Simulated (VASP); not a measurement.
```
CsI
1.0
    4.47771     0.00000     0.00000
    0.00000     4.47771     0.00000
    0.00000     0.00000     4.47771
Cs I
1 1
Direct
  0.00000   0.00000   0.00000
  0.50000   0.50000   0.50000
```

Level of theory: vdW-DF-cx, VASP's PBE PAW potentials (set 64) (plane waves; VASP). Run with 520 eV cut-off, 6×6×6 Γ-centred mesh, Gaussian smearing of 0.050 eV, potentials Cs_sv I.

Unless said otherwise, spin-orbit coupling is left out, though it shifts the bands of the heavy elements here.

**Question.** Estimate the energy per atom (σ→0), band gap (on the k-mesh) with the smallest direct gap where there is one.

**Answer.** 
```
Item                                          Value
-----------------------------------  --------------
band gap (on the k-mesh)                    4.08 eV
smallest direct gap (on the k-mesh)         4.16 eV
energy per atom (σ→0)                -0.408 eV/atom
```

Total energies compare only between runs with the same potentials, cut-off and functional.

The compound is CsI in the CsCl type structure. This cell is one point of a volume scan, at 0.97 of the reference volume.
